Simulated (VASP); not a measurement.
Given:

```
Li2O
1.0
    0.00000     2.34412     2.34412
    2.34412     0.00000     2.34412
    2.34412     2.34412     0.00000
Li O
2 1
Cartesian
  1.17206   1.17206   1.17206
  3.51617   3.51617   3.51617
  2.34412   4.68823   2.34412
```

These are PBE GGA with D4 dispersion, VASP's PBE PAW potentials (set 64) (plane waves; VASP) values and carry that method's errors. Settings: 520 eV cut-off, 8×8×8 Γ-centred mesh, Gaussian smearing of 0.050 eV, potentials Li_sv O.

Q: Give the stress tensor in GPa (positive for a compressed cell).

A: 
```
-4.60   0.00   0.00
 0.00  -4.60   0.00
 0.00   0.00  -4.60
```
The pressure is its mean diagonal, -4.60 GPa.

The compound is Li2O in the antifluorite structure. This cell is one point of a volume scan, at 1.06 of the reference volume.
